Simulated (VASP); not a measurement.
Calculation: r2SCAN meta-GGA, VASP's PBE PAW potentials (set 64) (plane waves; VASP 6.6.1).

Input for VASP

KPOINTS:
```
Automatic mesh
0
Gamma
14 14 14
0 0 0
```

File POSCAR:
```
Ta
2.8623340
 -0.5773502518   0.5773502518   0.5773502518
  0.5773502518  -0.5773502518   0.5773502518
  0.5773502518   0.5773502518  -0.5773502518
Ta
1
Cartesian
  0.0000000000   0.0000000000   0.0000000000
```

### INCAR
```
SYSTEM = Ta
PREC = Accurate; ENCUT = 530; LREAL = .False.
LASPH = .True.
EDIFF = 1E-7; NELM = 100; ALGO = Normal
LMAXMIX = 6; LMIXTAU = .True.
ISMEAR = 1; SIGMA = 0.1
METAGGA = R2SCAN
IBRION = 6; NSW = 1; ISIF = 3
POTIM = 0.015; NFREE = 2
LWAVE = .False.; LCHARG = .False.
```

POTCAR, in this order: Ta_pv (PBE.64 set). Program: vasp_std.

Output

OUTCAR:
```
 ion  position               nearest neighbor table
   1  0.000  0.000  0.000-
  LATTYP: Found a body centered cubic cell.
 ALAT       =     3.3051385110
 Subroutine PRICEL returns:
 Original cell was already a primitive cell.
 Subroutine GETGRP returns: Found 48 space group operations
The static configuration has the point symmetry O_h .
The dynamic configuration has the point symmetry O_h .
 Subroutine INISYM returns: Found 48 space group operations
 Subroutine IBZKPT returns following result:
 Found    104 irreducible k-points:

 Following reciprocal coordinates:
            Coordinates               Weight
  0.000000  0.000000  0.000000      1.000000
  0.071429  0.000000  0.000000     12.000000
  0.142857  0.000000  0.000000     12.000000
  0.214286  0.000000  0.000000     12.000000
  0.285714  0.000000  0.000000     12.000000
  0.357143  0.000000  0.000000     12.000000
  0.428571  0.000000  0.000000     12.000000
  0.500000  0.000000  0.000000      6.000000
  0.071429  0.071429  0.000000     24.000000
  0.142857  0.071429  0.000000     48.000000
  0.214286  0.071429  0.000000     48.000000
  0.285714  0.071429  0.000000     48.000000
  0.357143  0.071429  0.000000     48.000000
  0.428571  0.071429  0.000000     48.000000
  0.142857  0.142857  0.000000     24.000000
  0.214286  0.142857  0.000000     48.000000
  0.285714  0.142857  0.000000     48.000000
  0.357143  0.142857  0.000000     48.000000
  0.428571  0.142857  0.000000     24.000000
  0.214286  0.214286  0.000000     24.000000
  0.285714  0.214286  0.000000     48.000000
  0.357143  0.214286  0.000000     48.000000
  0.285714  0.285714  0.000000     24.000000
  0.357143  0.285714  0.000000     24.000000
  0.071429  0.071429  0.071429      8.000000
...
```

File OSZICAR:
```
...
DAV:   4    -0.485849327147E+02   -0.43811E-02   -0.37075E-03 13976   0.547E-01    0.550E-02
DAV:   5    -0.485851119716E+02   -0.17926E-03   -0.12877E-03 14204   0.370E-01    0.181E-02
DAV:   6    -0.485848883349E+02    0.22364E-03   -0.16306E-04 13984   0.149E-01    0.758E-03
DAV:   7    -0.485853053878E+02   -0.41705E-03   -0.17125E-05 15095   0.534E-02    0.519E-03
DAV:   8    -0.485850934608E+02    0.21193E-03   -0.74780E-06 13953   0.365E-02    0.495E-04
DAV:   9    -0.485850998362E+02   -0.63754E-05   -0.70326E-07 13829   0.121E-02    0.661E-04
DAV:  10    -0.485851244478E+02   -0.24612E-04   -0.66575E-08  7491   0.361E-03    0.343E-04
DAV:  11    -0.485851192739E+02    0.51739E-05   -0.28308E-08  6907   0.251E-03    0.122E-04
DAV:  12    -0.485851237413E+02   -0.44674E-05   -0.20503E-09  6799   0.668E-04    0.759E-05
DAV:  13    -0.485851242952E+02   -0.55394E-06   -0.45473E-10  6778   0.296E-04    0.126E-05
DAV:  14    -0.485851255117E+02   -0.12165E-05   -0.12673E-10  6774   0.163E-04    0.930E-06
DAV:  15    -0.485851247372E+02    0.77456E-06   -0.25396E-11  6768   0.641E-05    0.688E-06
DAV:  16    -0.485851250248E+02   -0.28764E-06   -0.39620E-12  6765   0.228E-05    0.462E-06
DAV:  17    -0.485851249561E+02    0.68668E-07   -0.14214E-12  6757   0.168E-05
  10 F= -.48585125E+02 E0= -.48585239E+02  d E =0.343341E-03
       N       E                     dE             d eps       ncg     rms          rms(c)
DAV:   1    -0.486196621085E+02   -0.34537E-01   -0.10221E+00 14143   0.974E+00    0.100E+00
DAV:   2    -0.485867133495E+02    0.32949E-01   -0.38385E-02 15194   0.186E+00    0.506E-01
DAV:   3    -0.485832702773E+02    0.34431E-02   -0.15929E-02 18580   0.155E+00    0.195E-01
DAV:   4    -0.485850539057E+02   -0.17836E-02   -0.16972E-03 14184   0.395E-01    0.139E-01
DAV:   5    -0.485847488036E+02    0.30510E-03   -0.47222E-04 14705   0.238E-01    0.522E-02
DAV:   6    -0.485851159219E+02   -0.36712E-03   -0.58262E-04 14095   0.247E-01    0.591E-03
DAV:   7    -0.485851252474E+02   -0.93255E-05   -0.20905E-05 17606   0.532E-02    0.863E-03
DAV:   8    -0.485851251658E+02    0.81626E-07   -0.12987E-06 14278   0.155E-02    0.170E-03
DAV:   9    -0.485851254129E+02   -0.24710E-06   -0.37950E-07 14165   0.696E-03    0.211E-03
DAV:  10    -0.485851253957E+02    0.17204E-07   -0.11198E-08  6901   0.165E-03
  11 F= -.48585125E+02 E0= -.48585240E+02  d E =0.343385E-03
       N       E                     dE             d eps       ncg     rms          rms(c)
DAV:   1    -0.486185388110E+02   -0.33413E-01   -0.77850E-01 14368   0.860E+00    0.643E-01
DAV:   2    -0.485944158891E+02    0.24123E-01   -0.18038E-02 15161   0.135E+00    0.353E-01
DAV:   3    -0.485886831423E+02    0.57327E-02   -0.86425E-03 17919   0.111E+00    0.143E-01
DAV:   4    -0.485853834104E+02    0.32997E-02   -0.26251E-03 14014   0.473E-01    0.852E-02
DAV:   5    -0.485848802972E+02    0.50311E-03   -0.13308E-03 14632   0.398E-01    0.300E-02
DAV:   6    -0.485853842448E+02   -0.50395E-03   -0.33991E-04 13731   0.210E-01    0.841E-03
DAV:   7    -0.485849130260E+02    0.47122E-03   -0.28519E-05 14761   0.610E-02    0.886E-03
DAV:   8    -0.485851440712E+02   -0.23105E-03   -0.10607E-05 13902   0.454E-02    0.128E-03
DAV:   9    -0.485851447739E+02   -0.70275E-06   -0.34737E-07 14027   0.830E-03    0.795E-04
DAV:  10    -0.485851278625E+02    0.16911E-04   -0.59732E-08  7354   0.357E-03    0.318E-04
DAV:  11    -0.485851282430E+02   -0.38051E-06   -0.35017E-08  6844   0.272E-03    0.199E-04
DAV:  12    -0.485851229501E+02    0.52929E-05   -0.27192E-09  6807   0.657E-04    0.408E-05
DAV:  13    -0.485851253282E+02   -0.23781E-05   -0.59730E-10  6793   0.301E-04    0.119E-05
DAV:  14    -0.485851246911E+02    0.63706E-06   -0.89522E-11  6794   0.108E-04    0.152E-05
DAV:  15    -0.485851251024E+02   -0.41121E-06   -0.17219E-11  6788   0.448E-05    0.134E-05
DAV:  16    -0.485851249149E+02    0.18749E-06   -0.52612E-12  6784   0.178E-05    0.286E-06
DAV:  17    -0.485851249442E+02   -0.29346E-07   -0.20960E-12  6779   0.135E-05
  12 F= -.48585125E+02 E0= -.48585239E+02  d E =0.343341E-03
       N       E                     dE             d eps       ncg     rms          rms(c)
DAV:   1    -0.486197007507E+02   -0.34576E-01   -0.10332E+00 14095   0.985E+00    0.100E+00
DAV:   2    -0.485866967979E+02    0.33004E-01   -0.38177E-02 15148   0.184E+00    0.506E-01
DAV:   3    -0.485832693322E+02    0.34275E-02   -0.16016E-02 18865   0.155E+00    0.200E-01
DAV:   4    -0.485850457653E+02   -0.17764E-02   -0.16372E-03 14150   0.388E-01    0.142E-01
DAV:   5    -0.485847770368E+02    0.26873E-03   -0.41198E-04 14727   0.227E-01    0.501E-02
DAV:   6    -0.485851164151E+02   -0.33938E-03   -0.52360E-04 14098   0.235E-01    0.651E-03
DAV:   7    -0.485851250595E+02   -0.86443E-05   -0.19070E-05 17723   0.506E-02    0.766E-03
DAV:   8    -0.485851251243E+02   -0.64867E-07   -0.12330E-06 14223   0.162E-02    0.295E-03
DAV:   9    -0.485851254089E+02   -0.28461E-06   -0.49926E-07 14391   0.800E-03    0.207E-03
DAV:  10    -0.485851253975E+02    0.11417E-07   -0.11833E-08  6921   0.161E-03
  13 F= -.48585125E+02 E0= -.48585240E+02  d E =0.343382E-03
       N       E                     dE             d eps       ncg     rms          rms(c)
DAV:   1    -0.485966473928E+02   -0.11522E-01   -0.13890E+00  1881   0.132E+01    0.381E-01
DAV:   2    -0.485917089774E+02    0.49384E-02   -0.69306E-02  1986   0.326E+00    0.240E-01
DAV:   3    -0.485860896625E+02    0.56193E-02   -0.10112E-02  2555   0.123E+00    0.270E-02
DAV:   4    -0.485855269203E+02    0.56274E-03   -0.40479E-03  2066   0.728E-01    0.151E-02
DAV:   5    -0.485863173393E+02   -0.79042E-03   -0.75170E-04  2013   0.342E-01    0.407E-03
DAV:   6    -0.485866100493E+02   -0.29271E-03   -0.16513E-04  1998   0.182E-01    0.143E-03
DAV:   7    -0.485861979823E+02    0.41207E-03   -0.20808E-05  2112   0.515E-02    0.516E-04
DAV:   8    -0.485863113143E+02   -0.11333E-03   -0.28628E-06  2054   0.181E-02    0.212E-04
DAV:   9    -0.485863782064E+02   -0.66892E-04   -0.38033E-07  2097   0.693E-03    0.118E-04
DAV:  10    -0.485863347343E+02    0.43472E-04   -0.14144E-07  1427   0.412E-03    0.734E-05
DAV:  11    -0.485863471280E+02   -0.12394E-04   -0.95574E-09   959   0.101E-03    0.241E-05
DAV:  12    -0.485863448825E+02    0.22454E-05   -0.38401E-10   958   0.265E-04    0.578E-06
DAV:  13    -0.485863443341E+02    0.54845E-06   -0.26819E-10   953   0.195E-04    0.212E-06
DAV:  14    -0.485863442031E+02    0.13099E-06   -0.39059E-11   951   0.689E-05    0.254E-06
DAV:  15    -0.485863442074E+02   -0.42942E-08   -0.35750E-12   951   0.196E-05
  14 F= -.48586344E+02 E0= -.48586446E+02  d E =0.304799E-03
       N       E                     dE             d eps       ncg     rms          rms(c)
DAV:   1    -0.485568730787E+02    0.29471E-01   -0.37838E+00  1905   0.226E+01    0.154E-01
DAV:   2    -0.485858496108E+02   -0.28977E-01   -0.21543E-01  1889   0.581E+00    0.951E-02
DAV:   3    -0.485805943490E+02    0.52553E-02   -0.79220E-03  2188   0.104E+00    0.165E-02
DAV:   4    -0.485855128800E+02   -0.49185E-02   -0.73178E-03  2093   0.987E-01    0.605E-03
DAV:   5    -0.485863672577E+02   -0.85438E-03   -0.55190E-04  2025   0.301E-01    0.386E-03
DAV:   6    -0.485863115619E+02    0.55696E-04   -0.31938E-05  2090   0.827E-02    0.144E-03
DAV:   7    -0.485863391999E+02   -0.27638E-04   -0.30564E-05  1975   0.631E-02    0.998E-04
DAV:   8    -0.485863420653E+02   -0.28654E-05   -0.22935E-06  2003   0.165E-02    0.236E-04
DAV:   9    -0.485863447038E+02   -0.26385E-05   -0.16608E-07  1629   0.548E-03    0.893E-05
DAV:  10    -0.485863439000E+02    0.80383E-06   -0.15305E-07  1591   0.418E-03    0.579E-05
DAV:  11    -0.485863443421E+02   -0.44212E-06   -0.91461E-09   951   0.106E-03    0.270E-05
DAV:  12    -0.485863441314E+02    0.21065E-06   -0.13001E-09   947   0.464E-04    0.845E-06
DAV:  13    -0.485863441980E+02   -0.66521E-07   -0.14321E-10   945   0.142E-04
  15 F= -.48586344E+02 E0= -.48586446E+02  d E =0.304799E-03
```

**OUTCAR**
```
------------------------ aborting loop because EDIFF is reached ----------------------------------------
  FORCE on cell =-STRESS in cart. coord.  units (eV):
  Direction    XX          YY          ZZ          XY          YZ          ZX
  --------------------------------------------------------------------------------------
  Total        0.0032698      0.0032698      0.0032698      0.0000000     -0.0000000      0.0000000
  in kB        0.2902000      0.2902000      0.2902000      0.0000000     -0.0000000      0.0000000
  external PRESSURE =       0.2902000 kB  Pullay stress =       0.0000000 kB
  volume of cell :       18.05
      direct lattice vectors                 reciprocal lattice vectors
    -1.652569256  1.652569256  1.652569256     0.000000000  0.302559181  0.302559181
     1.652569256 -1.652569256  1.652569256     0.302559181  0.000000000  0.302559181
     1.652569256  1.652569256 -1.652569256     0.302559181  0.302559181  0.000000000
 POSITION                                       TOTAL-FORCE (eV/Angst)
 -----------------------------------------------------------------------------------
     -0.01500      0.00000      0.00000        -0.000000     -0.000000     -0.000000
 -----------------------------------------------------------------------------------
    total drift:                               -0.000004     -0.000000     -0.000000
  FREE ENERGIE OF THE ION-ELECTRON SYSTEM (eV)
  ---------------------------------------------------
  free  energy   TOTEN  =       -48.5863441980 eV

  energy  without entropy=      -48.5866489965  energy(sigma->0) =      -48.58644580

   1 f/i=    0.000000 THz     0.000000 2PiTHz    0.000000 cm-1     0.000000 meV
             X         Y         Z           dx          dy          dz
      0.000000  0.000000  0.000000     0.717900   -0.696146    0.000000

   2 f/i=    0.000000 THz     0.000000 2PiTHz    0.000000 cm-1     0.000000 meV
             X         Y         Z           dx          dy          dz
      0.000000  0.000000  0.000000    -0.696146   -0.717900    0.000000

   3 f/i=    0.000000 THz     0.000000 2PiTHz    0.000000 cm-1     0.000000 meV
             X         Y         Z           dx          dy          dz
      0.000000  0.000000  0.000000     0.000000    0.000000    1.000000

 ELASTIC MODULI CONTR FROM IONIC RELAXATION (kBar)
 Direction    XX          YY          ZZ          XY          YZ          ZX
 --------------------------------------------------------------------------------
 XX           0.0000      0.0000      0.0000      0.0000      0.0000      0.0000
 YY           0.0000      0.0000      0.0000      0.0000      0.0000      0.0000
 ZZ           0.0000      0.0000      0.0000      0.0000      0.0000      0.0000
 XY           0.0000      0.0000      0.0000      0.0000      0.0000      0.0000
 YZ           0.0000      0.0000      0.0000      0.0000      0.0000      0.0000
 ZX           0.0000      0.0000      0.0000      0.0000      0.0000      0.0000
 --------------------------------------------------------------------------------

 TOTAL ELASTIC MODULI (kBar)
 Direction    XX          YY          ZZ          XY          YZ          ZX
 --------------------------------------------------------------------------------
 XX        2917.1673   1779.3214   1779.3214      0.0000      0.0000      0.0000
 YY        1779.3214   2917.1673   1779.3214     -0.0000     -0.0000     -0.0000
 ZZ        1779.3214   1779.3214   2917.1673      0.0000     -0.0000     -0.0000
 XY           0.0000     -0.0000      0.0000    951.8000      0.0000      0.0000
 YZ           0.0000     -0.0000     -0.0000      0.0000    951.8000      0.0000
 ZX           0.0000     -0.0000     -0.0000      0.0000      0.0000    951.8000
 --------------------------------------------------------------------------------
```
(Selected blocks of OUTCAR.)

Finite-difference elastic constants of metals are sensitive to mesh and smearing; shear constants can be off by tens of GPa.

The compound is Ta in the bcc structure. It was relaxed first.
